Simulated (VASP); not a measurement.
Output of a VASP run:

**OSZICAR**
```
       N       E                     dE             d eps       ncg     rms          rms(c)
DAV:   1     0.383449418812E+02    0.38345E+02   -0.45291E+03  3537   0.112E+03
DAV:   2    -0.274173484237E+01   -0.41087E+02   -0.37675E+02  3255   0.179E+02
DAV:   3    -0.398343519456E+01   -0.12417E+01   -0.12377E+01  3720   0.341E+01
DAV:   4    -0.399112477653E+01   -0.76896E-02   -0.76890E-02  3403   0.238E+00
DAV:   5    -0.399120760985E+01   -0.82833E-04   -0.82833E-04  3694   0.259E-01    0.719E+00
DAV:   6    -0.363549612118E+01    0.35571E+00   -0.12085E+01  3705   0.618E+01    0.396E+00
DAV:   7    -0.325879521151E+01    0.37670E+00   -0.20245E+00  3658   0.255E+01    0.377E-01
DAV:   8    -0.325281399324E+01    0.59812E-02   -0.15907E-02  3981   0.231E+00    0.435E-01
DAV:   9    -0.324964835999E+01    0.31656E-02   -0.20130E-02  3810   0.229E+00    0.508E-02
DAV:  10    -0.324962163234E+01    0.26728E-04   -0.20468E-04  4509   0.235E-01    0.610E-03
DAV:  11    -0.324962198631E+01   -0.35397E-06   -0.18191E-06  3670   0.144E-02
   1 F= -.32496220E+01 E0= -.32495754E+01  d E =-.139616E-03
```

### OUTCAR
```
------------------------ aborting loop because EDIFF is reached ----------------------------------------
  FORCE on cell =-STRESS in cart. coord.  units (eV):
  Direction    XX          YY          ZZ          XY          YZ          ZX
  --------------------------------------------------------------------------------------
  Total        0.5329722      0.5329722      0.5329722      0.0000000      0.0000000     -0.0000000
  in kB       64.8239372     64.8239372     64.8239372      0.0000000      0.0000000     -0.0000000
  external PRESSURE =      64.8239372 kB  Pullay stress =       0.0000000 kB
  volume of cell :       13.17
      direct lattice vectors                 reciprocal lattice vectors
     2.361710000  0.000000000  0.000000000     0.423422012  0.000000000  0.000000000
     0.000000000  2.361710000  0.000000000     0.000000000  0.423422012  0.000000000
     0.000000000  0.000000000  2.361710000     0.000000000  0.000000000  0.423422012
 POSITION                                       TOTAL-FORCE (eV/Angst)
 -----------------------------------------------------------------------------------
      0.00000      0.00000      0.00000         0.000000      0.000000      0.000000
 -----------------------------------------------------------------------------------
    total drift:                                0.000000      0.000000      0.000000
  FREE ENERGIE OF THE ION-ELECTRON SYSTEM (eV)
  ---------------------------------------------------
  free  energy   TOTEN  =        -3.2496219863 eV

  energy  without entropy=       -3.2494823702  energy(sigma->0) =       -3.24957545
```
(Selected blocks of OUTCAR.)

POSCAR:
```
Cu
1
    2.3617100000     0.0000000000     0.0000000000
    0.0000000000     2.3617100000     0.0000000000
    0.0000000000     0.0000000000     2.3617100000
Cu
1
Direct
  0.0000000000   0.0000000000   0.0000000000
```

Question: Write an INCAR and KPOINTS that could have produced this output.

Answer: Several could match; the one computed here: the input of the run itself, PBE GGA, plane waves, VASP's PBE PAW potentials (set 64).

KPOINTS:
```
K-points
0
G
  14 14 14
```

**INCAR**
```
ENCUT = 400   # plane-wave cut-off (eV)
LWAVE = F
LCHARG = F
ISIF = 2   # forces and stress, cell fixed
SIGMA = 0.1   # width (eV)
EDIFF = 1E-6
SYSTEM = Cu
NELM = 100
ALGO = Normal
LMAXMIX = 4   # l cut-off of mixed one-centre charges
NBANDS = 13
GGA = PE
ISMEAR = 1
PREC = Accurate
LREAL = F
LASPH = T   # aspherical one-centre terms
```

POTCAR, in this order: Cu (PBE.64 set). Program: vasp_std.

The structure was generated: Cu was put into the simple-cubic type (Pm-3m), which need not be its known phase. The cell was not relaxed at this level. The run is one of a series of settings (NBANDS = 13 against the base run), some of them coarse on purpose.
